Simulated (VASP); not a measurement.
All values below come from SCAN meta-GGA, VASP's PBE PAW potentials (set 64) (plane waves; VASP).

The input files of a VASP run:

File KPOINTS:
```
Automatic mesh
0
Gamma
14 14 7
0 0 0
```

POSCAR:
```
Cd
1
    1.5134702766    -2.6214077139     0.0000000000
    1.5134702766     2.6214077139     0.0000000000
    0.0000000000     0.0000000000     5.6945519187
Cd
2
Direct
  0.3333330000   0.6666670000   0.2500000000
  0.6666670000   0.3333330000   0.7500000000
```

INCAR:
```
ALGO = Normal
IBRION = 2
EDIFFG = -0.01   ! ionic stop
LWAVE = .FALSE.
METAGGA = SCAN
LMAXMIX = 4
SIGMA = 0.1   ! width (eV)
LASPH = .TRUE.   ! aspherical one-centre terms
NSW = 30
LMIXTAU = .TRUE.
NELM = 100
PREC = Accurate
SYSTEM = Cd
ISMEAR = 1   ! Methfessel-Paxton
LREAL = .FALSE.
ENCUT = 520
LCHARG = .FALSE.
EDIFF = 1E-7   ! SCF stop (eV)
ISIF = 4
```

POTCAR, in this order: Cd (PBE.64 set). Program: vasp_std.

The run wrote:

### OSZICAR
```
...
   3 F= -.60788509E+02 E0= -.60788532E+02  d E =-.153776E-01
       N       E                     dE             d eps       ncg     rms          rms(c)
DAV:   1    -0.619267340019E+02   -0.11382E+01   -0.54316E+01  3312   0.684E+01    0.539E+00
DAV:   2    -0.610727209780E+02    0.85401E+00   -0.10224E+00  3320   0.967E+00    0.299E+00
DAV:   3    -0.606988052327E+02    0.37392E+00   -0.49072E-01  3392   0.747E+00    0.905E-01
DAV:   4    -0.607593451984E+02   -0.60540E-01   -0.30304E-01  3184   0.516E+00    0.653E-01
DAV:   5    -0.607689822241E+02   -0.96370E-02   -0.97549E-02  3152   0.286E+00    0.475E-01
DAV:   6    -0.607822624244E+02   -0.13280E-01   -0.28835E-02  3192   0.170E+00    0.117E-01
DAV:   7    -0.607799653261E+02    0.22971E-02   -0.13992E-02  3128   0.146E+00    0.321E-02
DAV:   8    -0.607801895009E+02   -0.22417E-03   -0.41956E-04  3360   0.292E-01    0.248E-02
DAV:   9    -0.607803197563E+02   -0.13026E-03   -0.70429E-04  3272   0.267E-01    0.203E-02
DAV:  10    -0.607803302689E+02   -0.10513E-04   -0.22425E-04  3176   0.169E-01    0.132E-02
DAV:  11    -0.607803140224E+02    0.16246E-04   -0.25032E-05  3296   0.537E-02    0.179E-03
DAV:  12    -0.607803102371E+02    0.37853E-05   -0.53230E-06  3192   0.325E-02    0.976E-04
DAV:  13    -0.607803104825E+02   -0.24540E-06   -0.33192E-06  3144   0.279E-02    0.601E-04
DAV:  14    -0.607803107258E+02   -0.24328E-06   -0.15935E-06  3120   0.189E-02    0.238E-04
DAV:  15    -0.607803098082E+02    0.91759E-06   -0.72118E-07  3288   0.116E-02    0.165E-04
DAV:  16    -0.607803093016E+02    0.50655E-06   -0.32974E-08  1800   0.214E-03    0.168E-04
DAV:  17    -0.607803095093E+02   -0.20768E-06   -0.15348E-08  1568   0.152E-03    0.764E-05
DAV:  18    -0.607803097192E+02   -0.20987E-06   -0.32510E-08  1576   0.244E-03    0.497E-05
DAV:  19    -0.607803097486E+02   -0.29384E-07   -0.17353E-09  1552   0.616E-04
   4 F= -.60780310E+02 E0= -.60780121E+02  d E =-.717840E-02
       N       E                     dE             d eps       ncg     rms          rms(c)
DAV:   1    -0.613898175752E+02   -0.60951E+00   -0.31101E+01  3368   0.524E+01    0.391E+00
DAV:   2    -0.608791309918E+02    0.51069E+00   -0.47663E-01  3344   0.701E+00    0.226E+00
DAV:   3    -0.607398409968E+02    0.13929E+00   -0.34067E-01  3240   0.714E+00    0.692E-01
DAV:   4    -0.607918158128E+02   -0.51975E-01   -0.12138E-01  3192   0.404E+00    0.483E-01
DAV:   5    -0.607911658589E+02    0.64995E-03   -0.32108E-02  3168   0.187E+00    0.390E-01
DAV:   6    -0.607833864987E+02    0.77794E-02   -0.47153E-02  3128   0.203E+00    0.245E-01
DAV:   7    -0.607927537943E+02   -0.93673E-02   -0.17869E-02  3168   0.119E+00    0.321E-02
DAV:   8    -0.607927177961E+02    0.35998E-04   -0.14490E-04  3680   0.147E-01    0.290E-02
DAV:   9    -0.607927888470E+02   -0.71051E-04   -0.12040E-04  3120   0.153E-01    0.134E-02
DAV:  10    -0.607927555565E+02    0.33291E-04   -0.16394E-04  3176   0.146E-01    0.932E-03
DAV:  11    -0.607927723725E+02   -0.16816E-04   -0.53674E-05  3144   0.921E-02    0.543E-03
DAV:  12    -0.607927824034E+02   -0.10031E-04   -0.34004E-06  3320   0.248E-02    0.261E-03
DAV:  13    -0.607927686836E+02    0.13720E-04   -0.17378E-06  3208   0.162E-02    0.189E-03
DAV:  14    -0.607927707248E+02   -0.20412E-05   -0.37947E-07  2776   0.912E-03    0.980E-04
DAV:  15    -0.607927689504E+02    0.17745E-05   -0.28747E-07  2584   0.683E-03    0.546E-04
DAV:  16    -0.607927697304E+02   -0.78005E-06   -0.13527E-07  2352   0.475E-03    0.125E-04
DAV:  17    -0.607927694785E+02    0.25188E-06   -0.80016E-09  1568   0.131E-03    0.107E-04
DAV:  18    -0.607927695133E+02   -0.34735E-07   -0.31151E-10  1576   0.234E-04
   5 F= -.60792770E+02 E0= -.60792729E+02  d E =-.196382E-01
       N       E                     dE             d eps       ncg     rms          rms(c)
DAV:   1    -0.609604198895E+02   -0.16765E+00   -0.79116E+00  3264   0.261E+01    0.201E+00
DAV:   2    -0.608082710747E+02    0.15215E+00   -0.15130E-01  3280   0.364E+00    0.113E+00
DAV:   3    -0.607882445041E+02    0.20027E-01   -0.83382E-02  3304   0.325E+00    0.344E-01
DAV:   4    -0.607955205189E+02   -0.72760E-02   -0.27531E-02  3160   0.178E+00    0.219E-01
DAV:   5    -0.607946525346E+02    0.86798E-03   -0.88796E-03  3200   0.904E-01    0.180E-01
DAV:   6    -0.607974439805E+02   -0.27914E-02   -0.80409E-03  3120   0.101E+00    0.422E-02
DAV:   7    -0.607964174755E+02    0.10265E-02   -0.46845E-03  3104   0.866E-01    0.137E-02
DAV:   8    -0.607963588471E+02    0.58628E-04   -0.11283E-04  3224   0.132E-01    0.838E-03
DAV:   9    -0.607964033287E+02   -0.44482E-04   -0.38939E-05  3360   0.661E-02    0.442E-03
DAV:  10    -0.607963947459E+02    0.85828E-05   -0.34514E-05  3152   0.713E-02    0.380E-03
DAV:  11    -0.607963934350E+02    0.13109E-05   -0.32592E-06  3296   0.247E-02    0.226E-03
DAV:  12    -0.607963905188E+02    0.29162E-05   -0.45610E-07  2800   0.103E-02    0.176E-03
DAV:  13    -0.607963889296E+02    0.15892E-05   -0.12880E-07  2480   0.445E-03    0.721E-04
DAV:  14    -0.607963872328E+02    0.16968E-05   -0.47956E-07  2976   0.861E-03    0.137E-04
DAV:  15    -0.607963871860E+02    0.46745E-07   -0.16826E-08  1672   0.179E-03
   6 F= -.60796387E+02 E0= -.60796453E+02  d E =-.232558E-01
       N       E                     dE             d eps       ncg     rms          rms(c)
DAV:   1    -0.608154582082E+02   -0.19071E-01   -0.95205E-01  3336   0.909E+00    0.685E-01
DAV:   2    -0.607985574886E+02    0.16901E-01   -0.15665E-02  3312   0.124E+00    0.395E-01
DAV:   3    -0.607955129056E+02    0.30446E-02   -0.11402E-02  3264   0.126E+00    0.122E-01
DAV:   4    -0.607969224135E+02   -0.14095E-02   -0.34806E-03  3184   0.687E-01    0.845E-02
DAV:   5    -0.607968905783E+02    0.31835E-04   -0.58245E-04  3224   0.257E-01    0.678E-02
DAV:   6    -0.607967677040E+02    0.12287E-03   -0.10060E-03  3112   0.351E-01    0.293E-02
DAV:   7    -0.607968538112E+02   -0.86107E-04   -0.38843E-04  3104   0.240E-01    0.497E-03
DAV:   8    -0.607968325066E+02    0.21305E-04   -0.68127E-05  3192   0.995E-02    0.300E-03
DAV:   9    -0.607968219550E+02    0.10552E-04   -0.39500E-06  3344   0.204E-02    0.233E-03
DAV:  10    -0.607968222932E+02   -0.33824E-06   -0.83143E-07  3224   0.113E-02    0.187E-03
DAV:  11    -0.607968256079E+02   -0.33147E-05   -0.43097E-06  3128   0.265E-02    0.691E-04
DAV:  12    -0.607968266303E+02   -0.10224E-05   -0.19427E-07  2544   0.588E-03    0.343E-04
DAV:  13    -0.607968265301E+02    0.10022E-06   -0.15568E-09  1656   0.515E-04    0.313E-04
DAV:  14    -0.607968264143E+02    0.11584E-06   -0.43665E-08  1632   0.272E-03    0.164E-04
DAV:  15    -0.607968267272E+02   -0.31297E-06   -0.14472E-08  1536   0.155E-03    0.876E-05
DAV:  16    -0.607968267443E+02   -0.17044E-07   -0.36721E-10  1536   0.269E-04
   7 F= -.60796827E+02 E0= -.60796987E+02  d E =-.236954E-01
       N       E                     dE             d eps       ncg     rms          rms(c)
DAV:   1    -0.608012327831E+02   -0.44061E-02   -0.20360E-01  3320   0.420E+00    0.320E-01
DAV:   2    -0.607973986250E+02    0.38342E-02   -0.35317E-03  3336   0.586E-01    0.182E-01
DAV:   3    -0.607965321260E+02    0.86650E-03   -0.22511E-03  3288   0.553E-01    0.551E-02
DAV:   4    -0.607968995894E+02   -0.36746E-03   -0.70884E-04  3168   0.297E-01    0.368E-02
DAV:   5    -0.607968529739E+02    0.46616E-04   -0.16915E-04  3224   0.130E-01    0.302E-02
DAV:   6    -0.607969874534E+02   -0.13448E-03   -0.24658E-04  3120   0.180E-01    0.987E-03
DAV:   7    -0.607969414218E+02    0.46032E-04   -0.12869E-04  3096   0.142E-01    0.228E-03
DAV:   8    -0.607969395176E+02    0.19042E-05   -0.87281E-06  3160   0.356E-02    0.125E-03
DAV:   9    -0.607969439624E+02   -0.44448E-05   -0.89994E-07  3248   0.103E-02    0.521E-04
DAV:  10    -0.607969437441E+02    0.21828E-06   -0.10449E-07  2528   0.403E-03    0.472E-04
DAV:  11    -0.607969437563E+02   -0.12237E-07   -0.67344E-08  2224   0.332E-03
   8 F= -.60796944E+02 E0= -.60797058E+02  d E =-.238124E-01
```

### OUTCAR
```
------------------------ aborting loop because EDIFF is reached ----------------------------------------
  FORCE on cell =-STRESS in cart. coord.  units (eV):
  Direction    XX          YY          ZZ          XY          YZ          ZX
  --------------------------------------------------------------------------------------
  Total       -0.1635715     -0.1635716     -0.1619546      0.0000000      0.0000000     -0.0000000
  in kB       -5.7998976     -5.7998985     -5.7425647      0.0000000      0.0000000     -0.0000000
  external PRESSURE =      -5.7807870 kB  Pullay stress =       0.0000000 kB
  volume of cell :       45.19
      direct lattice vectors                 reciprocal lattice vectors
     1.458432775 -2.526079848  0.000000000     0.342833766 -0.197935152  0.000000000
     1.458432775  2.526079848  0.000000000     0.342833766  0.197935152  0.000000000
     0.000000000  0.000000000  6.132457348     0.000000000  0.000000000  0.163066768
 POSITION                                       TOTAL-FORCE (eV/Angst)
 -----------------------------------------------------------------------------------
      1.45843      0.84203      1.53311         0.000000     -0.000000      0.000000
      1.45843     -0.84203      4.59934        -0.000000      0.000000      0.000000
 -----------------------------------------------------------------------------------
    total drift:                               -0.000019      0.000181      0.000001
  FREE ENERGIE OF THE ION-ELECTRON SYSTEM (eV)
  ---------------------------------------------------
  free  energy   TOTEN  =       -60.7969437563 eV

  energy  without entropy=      -60.7972851353  energy(sigma->0) =      -60.79705755

 reached required accuracy - stopping structural energy minimisation
```
(Selected blocks of OUTCAR.)

**CONTCAR**
```
Cd
   1.00000000000000
     1.4584327747036689   -2.5260798483527442    0.0000000000000000
     1.4584327747036689    2.5260798483527442    0.0000000000000000
     0.0000000000000000    0.0000000000000000    6.1324573484668123
  Cd
     2
Direct
     0.3333330000000032    0.6666669999999968    0.2500000000000000
     0.6666669999999968    0.3333330000000032    0.7500000000000000
```

The compound is Cd in the hcp structure. This cell is one point of a volume scan, at 1.06 of the reference volume. Symmetry was kept, so distortions that lower it aren't found.
